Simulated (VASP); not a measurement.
Calculation: PBE GGA, VASP's PBE PAW potentials (set 64) (plane waves; VASP).

VASP input:

File POSCAR:
```
GdN
1
    1.7252750000     0.9960880000     2.9528000000
   -1.7252750000     0.9960880000     2.9528000000
    0.0000000000    -1.9921760000     2.9528000000
Gd N
1 1
Direct
  0.7624000000   0.7624000000   0.7624000000
  0.2376000000   0.2376000000   0.2376000000
```

### INCAR
```
ALGO = Normal
EDIFF = 1E-6
ENCUT = 520
GGA = PE
ISIF = 2
ISMEAR = 0
LASPH = .TRUE.
LCHARG = .FALSE.
LMAXMIX = 6
LREAL = .FALSE.
LWAVE = .FALSE.
NELM = 100
PREC = Accurate
SIGMA = 0.05
SYSTEM = GdN
```

File KPOINTS:
```
Automatic mesh
0
Gamma
7 7 7
0 0 0
```

POTCAR, in this order: Gd_3 N (PBE.64 set). Program: vasp_std.

The resulting files:

### OUTCAR
```
 ion  position               nearest neighbor table
   1  0.762  0.762  0.762-   2 2.36   2 2.36   2 2.36   2 2.62   2 2.62   2 2.62
   2  0.238  0.238  0.238-   1 2.36   1 2.36   1 2.36   1 2.62   1 2.62   1 2.62
  LATTYP: Found a trigonal (rhomboedric) cell.
 ALAT       =     3.5619928368
 COS(alpha) =     0.5307972179
 Subroutine PRICEL returns:
 Original cell was already a primitive cell.
 Subroutine GETGRP returns: Found  6 space group operations
The static configuration has the point symmetry C_3v.
The dynamic configuration has the point symmetry C_3v.
 Subroutine INISYM returns: Found  6 space group operations
 Subroutine IBZKPT returns following result:
 Found     44 irreducible k-points:

 Following reciprocal coordinates:
            Coordinates               Weight
  0.000000  0.000000  0.000000      1.000000
  0.142857 -0.000000 -0.000000      6.000000
  0.285714 -0.000000  0.000000      6.000000
  0.428571 -0.000000 -0.000000      6.000000
  0.142857  0.142857  0.000000      6.000000
  0.285714  0.142857 -0.000000     12.000000
  0.428571  0.142857 -0.000000     12.000000
 -0.428571  0.142857  0.000000     12.000000
...
```

File OSZICAR:
```
       N       E                     dE             d eps       ncg     rms          rms(c)
DAV:   1     0.457482262322E+02    0.45748E+02   -0.72384E+03   968   0.120E+03
DAV:   2    -0.152754793085E+02   -0.61024E+02   -0.57697E+02  1202   0.243E+02
DAV:   3    -0.184183591875E+02   -0.31429E+01   -0.31189E+01  1254   0.455E+01
DAV:   4    -0.184665510541E+02   -0.48192E-01   -0.48159E-01  1224   0.531E+00
DAV:   5    -0.184675191144E+02   -0.96806E-03   -0.96792E-03  1298   0.597E-01    0.287E+01
DAV:   6    -0.162719581455E+02    0.21956E+01   -0.19100E+01  1142   0.275E+01    0.252E+01
DAV:   7    -0.160955157192E+02    0.17644E+00   -0.13389E+00  1103   0.813E+00    0.170E+01
DAV:   8    -0.161017279307E+02   -0.62122E-02   -0.14423E-01  1109   0.373E+00    0.494E+00
DAV:   9    -0.160941090956E+02    0.76188E-02   -0.35720E-02  1184   0.130E+00    0.453E-01
DAV:  10    -0.160943567084E+02   -0.24761E-03   -0.11214E-03  1227   0.304E-01    0.210E-01
DAV:  11    -0.160943659681E+02   -0.92596E-05   -0.12024E-04  1299   0.869E-02    0.244E-02
DAV:  12    -0.160943673569E+02   -0.13888E-05   -0.91620E-06  1196   0.284E-02    0.506E-03
DAV:  13    -0.160943672155E+02    0.14135E-06   -0.16853E-06   797   0.101E-02
   1 F= -.16094367E+02 E0= -.16094367E+02  d E =-.295098E-16
```

### OUTCAR
```
------------------------ aborting loop because EDIFF is reached ----------------------------------------
  FORCE on cell =-STRESS in cart. coord.  units (eV):
  Direction    XX          YY          ZZ          XY          YZ          ZX
  --------------------------------------------------------------------------------------
  Total        1.5004708      1.5004709     -0.6797024      0.0000000      0.0000000      0.0000000
  in kB       78.9581232     78.9581255    -35.7674561      0.0000000      0.0000000      0.0000000
  external PRESSURE =      40.7162642 kB  Pullay stress =       0.0000000 kB
  volume of cell :       30.45
      direct lattice vectors                 reciprocal lattice vectors
     1.725275000  0.996088000  2.952800000     0.289808871  0.167321227  0.112887203
    -1.725275000  0.996088000  2.952800000    -0.289808871  0.167321227  0.112887203
     0.000000000 -1.992176000  2.952800000     0.000000000 -0.334642455  0.112887203
 POSITION                                       TOTAL-FORCE (eV/Angst)
 -----------------------------------------------------------------------------------
      0.00000      0.00000      6.75364         0.000000     -0.000000     -0.433678
      0.00000      0.00000      2.10476         0.000000      0.000000      0.433678
 -----------------------------------------------------------------------------------
    total drift:                                0.000000     -0.000000     -0.000118
  FREE ENERGIE OF THE ION-ELECTRON SYSTEM (eV)
  ---------------------------------------------------
  free  energy   TOTEN  =       -16.0943672155 eV

  energy  without entropy=      -16.0943672155  energy(sigma->0) =      -16.09436722
```
(Selected blocks of OUTCAR.)

The 4f electrons are frozen in the core of the lanthanide potential, so 4f levels, which can set the real gap, and their magnetism are missing.

The structure was generated: GdN was put into the alpha-GeTe type (R3m), which need not be its known phase. The cell was not relaxed at this level.
